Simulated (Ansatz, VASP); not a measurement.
# Cross-check of WC (Qusongite) between VASP and Ansatz, part 2 of 2

Wanted: the spread between two codes on one cell, functional and k mesh. The structure shown is the end of the Ansatz relaxation below.

VASP 6.6.1 and Ansatz 0.2.0.

So far: The structure; Ansatz: relaxation, LDA; VASP: single point, LDA, pair 1; Comparison; Further runs; VASP: single point, LDA, pair 2.

### 7. VASP: single point, LDA, pair 2 (continued)

Level of this step: LDA; plane waves and PAW (W, C) (VASP).

Numbers of over 12 decimals in the logs are rounded to 6 here.

From OUTCAR (step 7):

```text
  Total        0.8999396      0.8999396      0.9647906     -0.0000000      0.0000000      0.0000000
  in kB       72.2510997     72.2510997     77.4576229     -0.0000000      0.0000000      0.0000000
  external PRESSURE =      73.9866075 kB  Pullay stress =       0.0000000 kB

 POSITION                                       TOTAL-FORCE (eV/Angst)
 -----------------------------------------------------------------------------------
      0.00000      0.00000      0.00000         0.000000      0.000000      0.000000
      1.43408      0.82797      1.40059        -0.000000      0.000000      0.000000
 -----------------------------------------------------------------------------------
    total drift:                               -0.000000      0.000000      0.000000

  FREE ENERGIE OF THE ION-ELECTRON SYSTEM (eV)
  ---------------------------------------------------
  free  energy   TOTEN  =       -24.8023849086 eV

  energy  without entropy=      -24.8021453184  energy(sigma->0) =      -24.80230505

[... 1 part as in an earlier step ...]

[... 2 further parts left out ...]
[key lines of the parts left out:]
E-fermi :   8.7881
```

The run ends at a pressure of 7.40 GPa.

### 8. Comparison

What differs besides the data sets and the points named for the pairs above, as far as they apply: the data sets hold 18 valence electrons in Ansatz (on its PAW soft_1 files) and 10 in VASP. Total energies have different zeros and are not compared.

Compared:

| quantity | Ansatz | VASP | difference |
| --- | --- | --- | --- |
| pressure (GPa) | 6.58 | 7.40 | -0.82 |

### 9. Ansatz: relaxation, LDA

This run makes the geometry at which the two programs are then compared. The cell compared in this pair holds 20.56 Å³, against 19.96 Å³ for the pair before.

The structure compared here is the end of the Ansatz relaxation.

Contents of input.yaml:

```yaml
crystal:
  lattice:
    - [2.8982795227, 0.0, 0.0]
    - [-1.4491397614, 2.5099836939, 0.0]
    - [0.0, 0.0, 2.8268197254]
  atoms:
    - { symbol: W, position: [0.0, 0.0, 0.0] }
    - { symbol: C, position: [0.6666666667, 0.3333333333, 0.5] }
kpoints:
  mp_grid: { grid: [18, 18, 16] }
hamiltonian:
  xc: lda
  pseudopotentials: { kind: paw, azcp: { folder: soft_1 }, xc_functional: pbe }
scf:
  occupations: { method: methfessel_paxton, width: 0.2 }
  lower_state_search: "off"
output:
  forces: true
  stress: true
  eigenvalues: true
relax:
  adjacent_minimum: "off"
  f_tol: 0.001
  max_steps: 60
  cell: { stress_tol: 0.01, fix: [volume] }
```

Run with:

```console
ansatz run input.yaml --threads 18 --pin off --max-ram 92160MiB --backend cuda --events-out ev --progress --plain --runs-dir out --max-vram 78GiB
```

The log of the run:

```text
[...]
Crystal: 2 atoms, lattice volume = 20.564 Å³
Basis set: ecut = 420 eV, 405 PW (Γ)
Bands: 13, of which v1, the nominal top of the filled ones, is band 9 counted from 1 (8 counted from 0)
Symmetry: 12 space group operations
[...]
k-points: 333 of 5184 (time reversal used)
[...]
k-point 332: bands = [... 5 lower, 13.0275, 14.9174, 18.7736, 19.6777, 24.7548, 26.8351, 27.9733, 29.5207]
--- Relaxed structure (3 steps of the walk, 2 accepted, 1 SCFs on fresh bases) ---
[...]
cell:  # Å, volume = 20.5641 Å³
    - [2.899570, 2.8880255353441173e-11, 0]
    - [-1.449785, 2.511101, 0]
    - [0, 0, 2.824304]
  atoms:
    - { symbol: W, position: [-3.700743415524894e-17, 0, 0] }
    - { symbol: C, position: [0.666667, 0.333333, 0.500000] }
[key lines of the parts left out:]
SCF converged after 4 iterations
Free energy (F): -10374.174090 eV
Fermi energy:    20.322696 eV
P = ⅓ Tr σ = -6.0781 GPa (-60.781 kbar)
```

### 10. VASP: single point, LDA, pair 3

The same cell, functional (in two slightly different forms), mesh and smearing now go to VASP, with its own data sets.

Contents of INCAR:

```
SYSTEM = WC
PREC = Accurate
ENCUT = 600
EDIFF = 1E-06
NELM = 120
ISMEAR = 1
SIGMA = 0.2
LREAL = .FALSE.
ALGO = Normal
GGA = CA
NBANDS = 11
LASPH = .TRUE.
LORBIT = 11
LWAVE = .FALSE.
LCHARG = .FALSE.
ISIF = 2
GGA_COMPAT = .FALSE.
KPAR = 2
```

Contents of POSCAR:

```
WC
1.0
    2.8995700285      0.0000000000      0.0000000000
   -1.4497850143      2.5111013047      0.0000000000
    0.0000000000      0.0000000000      2.8243040313
W C
1 1
Direct
    0.0000000000      0.0000000000      0.0000000000
    0.6666666667      0.3333333333      0.5000000000
```

Contents of KPOINTS:

```
Automatic mesh
0
Gamma
18 18 16
0 0 0
```

The projector-augmented-wave data sets are W and C (LDA family, release 64).

Run with:

```console
mpirun -np 2 vasp_std
```

The log of the run:

```text
[... set-up lines as in an earlier step ...]
 entering main loop
       N       E                     dE             d eps       ncg     rms          rms(c)
DAV:   1     0.240928395056E+02    0.24093E+02   -0.55114E+03  7326   0.928E+02
DAV:   2    -0.260292189393E+02   -0.50122E+02   -0.47888E+02  8757   0.203E+02
DAV:   3    -0.279681064280E+02   -0.19389E+01   -0.19182E+01  9023   0.338E+01
DAV:   4    -0.279788803777E+02   -0.10774E-01   -0.10772E-01  7964   0.293E+00
[...]
DAV:  10    -0.248055246212E+02    0.11343E-03   -0.75631E-04  8366   0.242E-01    0.145E-01
DAV:  11    -0.248055118407E+02    0.12780E-04   -0.68119E-05  8491   0.570E-02    0.717E-03
DAV:  12    -0.248055111176E+02    0.72312E-06   -0.39780E-06  6924   0.137E-02
   1 F= -.24805511E+02 E0= -.24805380E+02  d E =-.394593E-03
```

Parts of OUTCAR (step 10):

```text
  Total       -0.7487423     -0.7487423     -0.7071522      0.0000000      0.0000000     -0.0000000
  in kB      -58.3356036    -58.3356036    -55.0952514      0.0000000      0.0000000     -0.0000000
  external PRESSURE =     -57.2554862 kB  Pullay stress =       0.0000000 kB

 POSITION                                       TOTAL-FORCE (eV/Angst)
 -----------------------------------------------------------------------------------
      0.00000      0.00000      0.00000         0.000000     -0.000000      0.000000
      1.44979      0.83703      1.41215        -0.000000      0.000000      0.000000
 -----------------------------------------------------------------------------------
    total drift:                               -0.000000      0.000000      0.000000

  FREE ENERGIE OF THE ION-ELECTRON SYSTEM (eV)
  ---------------------------------------------------
  free  energy   TOTEN  =       -24.8055111176 eV

  energy  without entropy=      -24.8051165247  energy(sigma->0) =      -24.80537959

[... 1 part as in an earlier step ...]

[... 2 further parts left out ...]
[key lines of the parts left out:]
E-fermi :   8.4125
```

The run ends at a pressure of -5.73 GPa.

### 11. Comparison

What differs besides the data sets and the points named for the pairs above, as far as they apply: the data sets hold 18 valence electrons in Ansatz (on its PAW soft_1 files) and 10 in VASP. Total energies have different zeros and are not compared.

The two programs side by side:

| quantity | Ansatz | VASP | difference |
| --- | --- | --- | --- |
| pressure (GPa) | -6.08 | -5.73 | -0.35 |

### 12. Outcome

```
difference in pressure (single point, LDA, pair 1) : -1.1 GPa
difference in pressure (single point, LDA, pair 2) : -0.82 GPa
difference in pressure (single point, LDA, pair 3) : -0.35 GPa
```

What this shows: The difference in pressure is -1.1 GPa (single point, LDA, pair 1), beyond the 1 GPa picked in this series as the mark of a large difference. The data sets hold unlike numbers of valence electrons (18 in Ansatz and 10 in VASP), so part of the differences comes from the potentials. Single point, LDA, pair 1, VASP with the data sets W_sv and C: the difference in pressure goes from -1.1 to -2.7 GPa. 2 further runs of this series are not shown here. Such differences can come from data sets, numerical settings and the points named under the comparisons, not from the functional's error against experiment.

[Lines on the potential files, build, host, timing and source positions are cut from VASP's logs without a mark.]

[Logs are printed without paths, hosts, clocks, repeated set-up lines and the standing remarks that a program may print on its own settings, such as how far it seeks lower states.]

[Hosts, paths, dates, database ids (printed as entryN), source tags and the programs' standing remarks are cut or masked in the printed files.]
